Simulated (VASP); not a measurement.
Method: PBEsol GGA, VASP's PBE PAW potentials (set 64) (plane waves; VASP).

Input for VASP

**KPOINTS**
```
Automatic mesh
0
Gamma
9 9 9
0 0 0
```

INCAR:
```
LMAXMIX = 4
ISIF = 2
LWAVE = .FALSE.
ENCUT = 400   ! plane-wave cut-off (eV)
SYSTEM = Cs
NELM = 100
ALGO = Normal   ! blocked Davidson
EDIFF = 1E-7   ! SCF stop (eV)
LASPH = .TRUE.
NEDOS = 601   ! DOS grid
GGA = PS   ! PBEsol
ISMEAR = -5   ! tetrahedra, Bloechl
LCHARG = .TRUE.
LORBIT = 11   ! lm-projected
LREAL = .FALSE.
PREC = Accurate
```

File POSCAR:
```
Cs
1
   -0.0000000000     3.7985378216     3.7985378216
    3.7985378216     0.0000000000     3.7985378216
    3.7985378216     3.7985378216     0.0000000000
Cs
1
Direct
  0.0000000000   0.0000000000   0.0000000000
```

POTCAR, in this order: Cs_sv (PBE.64 set). Program: vasp_std.

The run wrote:

### OUTCAR
```
 ion  position               nearest neighbor table
   1  0.000  0.000  0.000-
  LATTYP: Found a face centered cubic cell.
 ALAT       =     7.5970756432
 Subroutine PRICEL returns:
 Original cell was already a primitive cell.
 Subroutine GETGRP returns: Found 48 space group operations
The static configuration has the point symmetry O_h .
The dynamic configuration has the point symmetry O_h .
 Subroutine INISYM returns: Found 48 space group operations
 Subroutine IBZKPT returns following result:
 Found     35 irreducible k-points:

 Following reciprocal coordinates:
            Coordinates               Weight
  0.000000  0.000000  0.000000      1.000000
  0.111111  0.000000  0.000000      8.000000
  0.222222  0.000000  0.000000      8.000000
  0.333333  0.000000  0.000000      8.000000
  0.444444  0.000000  0.000000      8.000000
  0.111111  0.111111  0.000000      6.000000
  0.222222  0.111111  0.000000     24.000000
  0.333333  0.111111  0.000000     24.000000
  0.444444  0.111111  0.000000     24.000000
 -0.444444  0.111111  0.000000     24.000000
...
```

**OSZICAR**
```
       N       E                     dE             d eps       ncg     rms          rms(c)
DAV:   1     0.501710496238E+02    0.50171E+02   -0.27420E+03   560   0.656E+02
DAV:   2     0.327334542678E+01   -0.46898E+02   -0.46574E+02   776   0.119E+02
DAV:   3    -0.893248845588E+00   -0.41666E+01   -0.41654E+01   568   0.419E+01
DAV:   4    -0.944249924215E+00   -0.51001E-01   -0.51017E-01  1056   0.568E+00
DAV:   5    -0.944275022330E+00   -0.25098E-04   -0.25145E-04   688   0.867E-02    0.128E-01
DAV:   6    -0.944000126678E+00    0.27490E-03   -0.11542E-03   928   0.199E-01    0.880E-02
DAV:   7    -0.944164293811E+00   -0.16417E-03   -0.29930E-03   672   0.342E-01    0.324E-02
DAV:   8    -0.944216202453E+00   -0.51909E-04   -0.91199E-05   800   0.794E-02    0.511E-03
DAV:   9    -0.944218253190E+00   -0.20507E-05   -0.32505E-06   920   0.116E-02    0.301E-03
DAV:  10    -0.944218540374E+00   -0.28718E-06   -0.71419E-07   736   0.516E-03    0.617E-04
DAV:  11    -0.944218766661E+00   -0.22629E-06   -0.28700E-08   536   0.122E-03    0.240E-04
DAV:  12    -0.944218937480E+00   -0.17082E-06   -0.44836E-09   376   0.454E-04    0.512E-05
DAV:  13    -0.944218926257E+00    0.11223E-07   -0.47806E-10   392   0.169E-04
   1 F= -.94421893E+00 E0= -.94421893E+00  d E =0.000000E+00
```

OUTCAR:
```
------------------------ aborting loop because EDIFF is reached ----------------------------------------
  FORCE on cell =-STRESS in cart. coord.  units (eV):
  Direction    XX          YY          ZZ          XY          YZ          ZX
  --------------------------------------------------------------------------------------
  Total       -0.0163277     -0.0163277     -0.0163277      0.0000000      0.0000000     -0.0000000
  in kB       -0.2386477     -0.2386477     -0.2386477      0.0000000      0.0000000     -0.0000000
  external PRESSURE =      -0.2386477 kB  Pullay stress =       0.0000000 kB
  volume of cell :      109.62
      direct lattice vectors                 reciprocal lattice vectors
     0.000000000  3.798537822  3.798537822    -0.131629596  0.131629596  0.131629596
     3.798537822  0.000000000  3.798537822     0.131629596 -0.131629596  0.131629596
     3.798537822  3.798537822  0.000000000     0.131629596  0.131629596 -0.131629596
 POSITION                                       TOTAL-FORCE (eV/Angst)
 -----------------------------------------------------------------------------------
      0.00000      0.00000      0.00000         0.000000      0.000000      0.000000
 -----------------------------------------------------------------------------------
    total drift:                               -0.000000     -0.000000     -0.000000
  FREE ENERGIE OF THE ION-ELECTRON SYSTEM (eV)
  ---------------------------------------------------
  free  energy   TOTEN  =        -0.9442189263 eV

  energy  without entropy=       -0.9442189263  energy(sigma->0) =       -0.94421893

 total charge

# of ion       s       p       d       tot
------------------------------------------
    1        1.875   4.671   0.010   6.556
```
(Selected blocks of OUTCAR.)

**OUTCAR**
```
 val. band max:        0.3857155204   @ k =   0.4444   0.2222   0.0000

 cond. band min:       0.5174337044   @ k =   0.4444   0.3333   0.0000


 Fermi energy:         0.4987675683

 k-point     1 :       0.0000    0.0000    0.0000
  band No.  band energies     occupation
      1     -23.3201      2.00000
      2     -10.0343      2.00000
      3     -10.0343      2.00000
      4     -10.0343      2.00000
      5      -1.2421      2.00000
      6       2.9747      0.00000
      7       2.9747      0.00000
      8       2.9747      0.00000

 k-point     2 :       0.1111    0.0000    0.0000
  band No.  band energies     occupation
      1     -23.3192      2.00000
      2     -10.0540      2.00000
      3     -10.0369      2.00000
      4     -10.0369      2.00000
      5      -1.1069      2.00000
      6       2.7266      0.00000
      7       3.0355      0.00000
      8       3.0355      0.00000

 k-point     3 :       0.2222    0.0000    0.0000
  band No.  band energies     occupation
      1     -23.3169      2.00000
      2     -10.1027      2.00000
      3     -10.0434      2.00000
      4     -10.0434      2.00000
      5      -0.7270      2.00000
      6       2.2512      0.00000
      7       3.0845      0.00000
      8       3.0845      0.00000

 k-point     4 :       0.3333    0.0000    0.0000
  band No.  band energies     occupation
      1     -23.3143      2.00000
      2     -10.1568      2.00000
      3     -10.0508      2.00000
      4     -10.0508      2.00000
      5      -0.1849      2.00000
      6       1.7819      0.00000
      7       2.9590      0.00000
      8       2.9590      0.00000

 k-point     5 :       0.4444    0.0000    0.0000
  band No.  band energies     occupation
      1     -23.3126      2.00000
      2     -10.1913      2.00000
      3     -10.0556      2.00000
      4     -10.0556      2.00000
      5       0.3362      2.15254
      6       1.3871      0.00000
      7       2.8428      0.00000
...
```

For a metal the tetrahedron method with Blöchl corrections gives inexact stress and forces. Unless said otherwise, spin-orbit coupling is left out, though it shifts the bands of the heavy elements here.

The structure was generated: Cs was put into the fcc type (Fm-3m), which need not be its known phase. It was relaxed first.
